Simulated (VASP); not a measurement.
Level of theory: PBE GGA, VASP's PBE PAW potentials (set 64) (plane waves; VASP).

The input files of a VASP run:

KPOINTS:
```
K-points
0
G
  8 8 8
0 0 0
```

### INCAR
```
SYSTEM = Ni3Fe
PREC = Accurate; ENCUT = 400; LREAL = F
LASPH = T
EDIFF = 1E-6; NELM = 100; ALGO = Normal
LMAXMIX = 4
ISMEAR = 1; SIGMA = 0.1
GGA = PE
MAGMOM = 3.0 0.7 0.7 0.7
ISPIN = 2
ISIF = 2
LWAVE = F; LCHARG = F; LORBIT = 10
```

**POSCAR**
```
Ni3Fe
1
    3.5500000000     0.0000000000     0.0000000000
    0.0000000000     3.5500000000     0.0000000000
    0.0000000000     0.0000000000     3.5500000000
Fe Ni
1 3
Direct
  0.0000000000   0.0000000000   0.0000000000
  0.0000000000   0.5000000000   0.5000000000
  0.5000000000   0.0000000000   0.5000000000
  0.5000000000   0.5000000000   0.0000000000
```

POTCAR, in this order: Fe Ni (PBE.64 set). Program: vasp_std.

What VASP printed:

**OSZICAR**
```
       N       E                     dE             d eps       ncg     rms          rms(c)
DAV:   1     0.216005803671E+03    0.21601E+03   -0.14569E+04  3784   0.169E+03
DAV:   2    -0.171763300365E+02   -0.23318E+03   -0.22415E+03  3648   0.332E+02
DAV:   3    -0.290262036974E+02   -0.11850E+02   -0.11249E+02  3764   0.103E+02
DAV:   4    -0.291782715147E+02   -0.15207E+00   -0.15174E+00  3982   0.123E+01
DAV:   5    -0.291828310691E+02   -0.45596E-02   -0.45592E-02  4986   0.172E+00    0.205E+01
DAV:   6    -0.264871766312E+02    0.26957E+01   -0.37818E+01  3884   0.978E+01    0.213E+01
DAV:   7    -0.297399110788E+02   -0.32527E+01   -0.24414E+01  4368   0.119E+02    0.272E+01
DAV:   8    -0.248583424097E+02    0.48816E+01   -0.16283E+01  4568   0.546E+01    0.616E+00
DAV:   9    -0.250227280850E+02   -0.16439E+00   -0.66780E-01  4188   0.997E+00    0.326E+00
DAV:  10    -0.249941906979E+02    0.28537E-01   -0.12746E-01  4974   0.860E+00    0.155E+00
DAV:  11    -0.249935550105E+02    0.63569E-03   -0.41201E-02  5462   0.248E+00    0.121E+00
DAV:  12    -0.249960795740E+02   -0.25246E-02   -0.74584E-03  4196   0.221E+00    0.327E-01
DAV:  13    -0.249963327956E+02   -0.25322E-03   -0.22809E-03  5230   0.717E-01    0.719E-02
DAV:  14    -0.249964092143E+02   -0.76419E-04   -0.27723E-04  4844   0.194E-01    0.103E-01
DAV:  15    -0.249963842563E+02    0.24958E-04   -0.90227E-05  4548   0.253E-01    0.198E-02
DAV:  16    -0.249963853977E+02   -0.11414E-05   -0.13708E-05  4908   0.742E-02    0.290E-02
DAV:  17    -0.249963848757E+02    0.52196E-06   -0.20964E-06  2292   0.388E-02
   1 F= -.24996385E+02 E0= -.24996026E+02  d E =-.107574E-02  mag=     4.8242
```

OUTCAR:
```
------------------------ aborting loop because EDIFF is reached ----------------------------------------
  FORCE on cell =-STRESS in cart. coord.  units (eV):
  Direction    XX          YY          ZZ          XY          YZ          ZX
  --------------------------------------------------------------------------------------
  Total       -0.4056550     -0.4056550     -0.4056550      0.0000000     -0.0000000      0.0000000
  in kB      -14.5272157    -14.5272157    -14.5272157      0.0000000     -0.0000000      0.0000000
  external PRESSURE =     -14.5272157 kB  Pullay stress =       0.0000000 kB
  volume of cell :       44.74
      direct lattice vectors                 reciprocal lattice vectors
     3.550000000  0.000000000  0.000000000     0.281690141  0.000000000  0.000000000
     0.000000000  3.550000000  0.000000000     0.000000000  0.281690141  0.000000000
     0.000000000  0.000000000  3.550000000     0.000000000  0.000000000  0.281690141
 POSITION                                       TOTAL-FORCE (eV/Angst)
 -----------------------------------------------------------------------------------
      0.00000      0.00000      0.00000         0.000000      0.000000      0.000000
      0.00000      1.77500      1.77500         0.000000      0.000000      0.000000
      1.77500      0.00000      1.77500         0.000000      0.000000      0.000000
      1.77500      1.77500      0.00000         0.000000      0.000000      0.000000
 -----------------------------------------------------------------------------------
    total drift:                                0.000000     -0.000000     -0.000000
  FREE ENERGIE OF THE ION-ELECTRON SYSTEM (eV)
  ---------------------------------------------------
  free  energy   TOTEN  =       -24.9963848757 eV

  energy  without entropy=      -24.9953091370  energy(sigma->0) =      -24.99602630

 total charge

# of ion       s       p       d       tot
------------------------------------------
    1        0.472   0.499   6.106   7.077
    2        0.502   0.506   8.317   9.326
    3        0.502   0.506   8.317   9.326
    4        0.502   0.506   8.317   9.326
--------------------------------------------------
tot          1.980   2.016  31.058  35.053

 magnetization (x)

# of ion       s       p       d       tot
------------------------------------------
    1        0.012  -0.001   2.908   2.920
    2       -0.015  -0.045   0.706   0.646
    3       -0.015  -0.045   0.706   0.646
    4       -0.015  -0.045   0.706   0.646
--------------------------------------------------
tot         -0.034  -0.135   5.026   4.857
```
(Selected blocks of OUTCAR.)

The compound is Ni3Fe in the L1_2 structure. The cell was not relaxed at this level.
